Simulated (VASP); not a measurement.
All values below come from PBE GGA, VASP's PBE PAW potentials (set 64) (plane waves; VASP).

VASP ran on this input.

**KPOINTS**
```
Automatic mesh
0
Gamma
10 10 7
0 0 0
```

INCAR:
```
SYSTEM  =  NiSb
PREC  =  Accurate; ENCUT  =  520; LREAL  =  .False.
LASPH  =  .True.
EDIFF  =  1E-7; NELM  =  100; ALGO  =  Normal
LMAXMIX  =  4
ISMEAR  =  -5
GGA  =  PE
ISIF  =  2
LWAVE  =  .False.; LCHARG  =  .True.; LORBIT  =  11
NEDOS  =  601
LEFG  =  .True.
```

POSCAR:
```
NiSb
1
    1.9864414861    -3.4406177487    -0.0000000000
    1.9864414861     3.4406177487    -0.0000000000
    0.0000000000    -0.0000000000     5.1651294624
Ni Sb
2 2
Direct
  0.0000000000   0.0000000000   0.5000000000
  0.0000000000   0.0000000000   0.0000000000
  0.3333330000   0.6666670000   0.2500000000
  0.6666670000   0.3333330000   0.7500000000
```

POTCAR, in this order: Ni Sb (PBE.64 set). Program: vasp_std.

What VASP printed:

**OUTCAR**
```
 ion  position               nearest neighbor table
   1  0.000  0.000  0.500-   2 2.58   2 2.58   4 2.63   3 2.63   4 2.63   3 2.63   4 2.63   3 2.63
  LATTYP: Found a hexagonal cell.
 ALAT       =     3.9728831181
 C/A-ratio  =     1.3000960030
 Subroutine PRICEL returns:
 Original cell was already a primitive cell.
 Subroutine GETGRP returns: Found 24 space group operations
The static configuration has the point symmetry D_3d.
 The point group associated with its full space group is D_6h.
The dynamic configuration has the point symmetry D_3d.
 Subroutine INISYM returns: Found 24 space group operations
 Subroutine IBZKPT returns following result:
 Found     56 irreducible k-points:

 Following reciprocal coordinates:
            Coordinates               Weight
  0.000000  0.000000  0.000000      1.000000
  0.100000  0.000000  0.000000      6.000000
  0.200000  0.000000  0.000000      6.000000
  0.300000  0.000000  0.000000      6.000000
  0.400000  0.000000  0.000000      6.000000
  0.500000  0.000000  0.000000      3.000000
  0.100000  0.100000  0.000000      6.000000
  0.200000  0.100000  0.000000     12.000000
  0.300000  0.100000  0.000000     12.000000
  0.400000  0.100000  0.000000     12.000000
  0.200000  0.200000  0.000000      6.000000
  0.300000  0.200000  0.000000     12.000000
  0.400000  0.200000  0.000000      6.000000
  0.300000  0.300000  0.000000      6.000000
  0.000000  0.000000  0.142857      2.000000
  0.100000  0.000000  0.142857     12.000000
  0.200000  0.000000  0.142857     12.000000
  0.300000  0.000000  0.142857     12.000000
  0.400000  0.000000  0.142857     12.000000
  0.500000  0.000000  0.142857      6.000000
  0.100000  0.100000  0.142857     12.000000
  0.200000  0.100000  0.142857     24.000000
  0.300000  0.100000  0.142857     24.000000
...
```

### OSZICAR
```
       N       E                     dE             d eps       ncg     rms          rms(c)
DAV:   1     0.169787329995E+03    0.16979E+03   -0.12529E+04  2128   0.161E+03
DAV:   2    -0.122943265746E+02   -0.18208E+03   -0.17724E+03  2140   0.321E+02
DAV:   3    -0.214494006928E+02   -0.91551E+01   -0.88232E+01  2465   0.881E+01
DAV:   4    -0.217170436597E+02   -0.26764E+00   -0.26623E+00  2445   0.140E+01
DAV:   5    -0.217253905527E+02   -0.83469E-02   -0.83419E-02  2548   0.264E+00    0.131E+01
DAV:   6    -0.245511694864E+02   -0.28258E+01   -0.36234E+01  2346   0.109E+02    0.178E+01
DAV:   7    -0.203069447500E+02    0.42442E+01   -0.13205E+01  2338   0.765E+01    0.379E+00
DAV:   8    -0.203662516361E+02   -0.59307E-01   -0.16117E+00  2977   0.115E+01    0.262E+00
DAV:   9    -0.203090483376E+02    0.57203E-01   -0.26106E-01  2428   0.861E+00    0.609E-01
DAV:  10    -0.203096328177E+02   -0.58448E-03   -0.76483E-03  2304   0.845E-01    0.475E-01
DAV:  11    -0.203093002464E+02    0.33257E-03   -0.66640E-04  2492   0.221E-01    0.136E-01
DAV:  12    -0.203091867625E+02    0.11348E-03   -0.58377E-04  3003   0.396E-01    0.363E-02
DAV:  13    -0.203091934169E+02   -0.66545E-05   -0.70218E-05  2366   0.721E-02    0.268E-02
DAV:  14    -0.203091898836E+02    0.35333E-05   -0.20759E-06  3100   0.160E-02    0.875E-03
DAV:  15    -0.203091893700E+02    0.51358E-06   -0.39951E-07  2102   0.546E-03    0.194E-03
DAV:  16    -0.203091888328E+02    0.53718E-06   -0.61396E-08  1238   0.339E-03    0.966E-04
DAV:  17    -0.203091884965E+02    0.33639E-06   -0.41881E-08  1184   0.222E-03    0.180E-04
DAV:  18    -0.203091884602E+02    0.36256E-07   -0.15666E-08  1151   0.138E-03
   1 F= -.20309188E+02 E0= -.20309188E+02  d E =0.000000E+00
```

### OUTCAR
```
------------------------ aborting loop because EDIFF is reached ----------------------------------------
  FORCE on cell =-STRESS in cart. coord.  units (eV):
  Direction    XX          YY          ZZ          XY          YZ          ZX
  --------------------------------------------------------------------------------------
  Total       -0.0900314     -0.0900314     -0.0632230      0.0000000      0.0000000      0.0000000
  in kB       -2.0430593     -2.0430595     -1.4347047      0.0000000      0.0000000      0.0000000
  external PRESSURE =      -1.8402745 kB  Pullay stress =       0.0000000 kB
  volume of cell :       70.60
      direct lattice vectors                 reciprocal lattice vectors
     1.986441486 -3.440617749  0.000000000     0.251706382 -0.145322740  0.000000000
     1.986441486  3.440617749  0.000000000     0.251706382  0.145322740  0.000000000
     0.000000000  0.000000000  5.165129462     0.000000000  0.000000000  0.193605989
 POSITION                                       TOTAL-FORCE (eV/Angst)
 -----------------------------------------------------------------------------------
      0.00000      0.00000      2.58256         0.000000      0.000000      0.000000
      0.00000      0.00000      0.00000         0.000000      0.000000      0.000000
      1.98644      1.14687      1.29128         0.000000      0.000000     -0.000000
      1.98644     -1.14687      3.87385        -0.000000     -0.000000      0.000000
 -----------------------------------------------------------------------------------
    total drift:                               -0.000000      0.000000      0.000000
  FREE ENERGIE OF THE ION-ELECTRON SYSTEM (eV)
  ---------------------------------------------------
  free  energy   TOTEN  =       -20.3091884602 eV

  energy  without entropy=      -20.3091884602  energy(sigma->0) =      -20.30918846

 total charge

# of ion       s       p       d       tot
------------------------------------------
    1        0.439   0.458   8.449   9.347
    2        0.439   0.458   8.449   9.347
    3        1.135   1.204   0.070   2.409
    4        1.135   1.204   0.070   2.409
--------------------------------------------------
tot          3.149   3.322  17.040  23.511

 Electric field gradients after diagonalization (V/A^2)
 (convention: |V_zz| > |V_xx| > |V_yy|)
----------------------------------------------------------------------
 ion       V_xx      V_yy      V_zz     asymmetry (V_yy - V_xx)/ V_zz
----------------------------------------------------------------------
   1      10.496    10.488   -20.984       0.000
   2      10.496    10.488   -20.984       0.000
   3     -38.185   -38.185    76.371       0.000
   4     -38.185   -38.185    76.371       0.000
```
(Selected blocks of OUTCAR.)

For a metal the tetrahedron method with Blöchl corrections gives inexact stress and forces.

The compound is NiSb in the NiAs type structure. It was relaxed first. The run is not spin-polarised, so no magnetic state was tried.
